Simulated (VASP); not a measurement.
Input:

```xyz
2
Lattice="0.0000 3.0460 3.0460 3.0460 0.0000 3.0460 3.0460 3.0460 0.0000" Properties=species:S:1:pos:R:3 pbc="T T T"
In     0.0000     0.0000     0.0000
As     4.5690     4.5690     4.5690
```

Computed with PBEsol GGA, VASP's PBE PAW potentials (set 64) (plane waves; VASP). Numerical set-up: PREC = Normal, EDIFF = 1E-5, 400 eV cut-off, 8×8×8 Γ-centred mesh, Gaussian smearing of 0.050 eV, potentials In_d As.

Unless said otherwise, spin-orbit coupling is left out, though it shifts the bands of the heavy elements here.

Problem. What does the run give for the energy per atom (σ→0), band gap (on the k-mesh) with the smallest direct gap where there is one?

Solution. 
```json
{
 "band gap (on the k-mesh)": "none (metal, semimetal or under 0.01 eV)",
 "energy per atom (σ→0)": "-4.243 eV/atom"
}
```

The absolute energy has meaning only against runs of the same code, potentials and settings.

The compound is InAs in the zinc blende structure. It was relaxed first.
